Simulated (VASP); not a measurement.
Consider the following.

```
CELL_PARAMETERS angstrom
      2.96147    -0.02221     0.00000
     -0.02221     2.96147     0.00000
      0.00000     0.00000     2.96147
ATOMIC_POSITIONS crystal
  Cr 0.00000 0.00000 0.00000
  Cr 0.50000 0.50000 0.50000
```
Starting moments (μB, in the order of the record's atoms Cr Cr): 2.7 -2.7.

Method: r2SCAN meta-GGA, VASP's PBE PAW potentials (set 64) (plane waves; VASP). Numerical set-up: 480 eV cut-off, 12×12×12 Γ-centred mesh, first-order Methfessel-Paxton smearing of 0.10 eV, potentials Cr_pv.

Give the stress tensor in GPa (positive for a compressed cell).

```
 0.03   1.58   0.00
 1.58   0.03   0.00
 0.00   0.00  -0.03
```
The pressure is its mean diagonal, 0.01 GPa.

The compound is Cr in the bcc, AFM order structure. This cell was strained or had an atom moved on purpose.
